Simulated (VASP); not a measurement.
Here is the system:

```xyz
2
Lattice="4.6156 0.0000 0.0000 0.0000 4.6156 0.0000 0.0000 0.0000 4.6156" Properties=species:S:1:pos:R:3 pbc="T T T"
Cs     0.0000     0.0000     0.0000
I      2.3078     2.3078     2.3078
```

Method: PW91 GGA, VASP's PBE PAW potentials (set 64) (plane waves; VASP). Numerical set-up: 520 eV cut-off, 6×6×6 Γ-centred mesh, Gaussian smearing of 0.050 eV, potentials Cs_sv I.

Unless said otherwise, spin-orbit coupling is left out, though it shifts the bands of the heavy elements here.

**Question.** Estimate the energy per atom (σ→0), band gap (on the k-mesh) with the smallest direct gap where there is one.

**Answer.** 
```yaml
band gap (on the k-mesh): 3.79 eV
smallest direct gap (on the k-mesh): 3.88 eV
energy per atom (σ→0): -2.749 eV/atom
```

Only differences to runs with the same potentials and settings are physical.

The compound is CsI in the CsCl type structure. This cell is one point of a volume scan, at 0.97 of the reference volume.
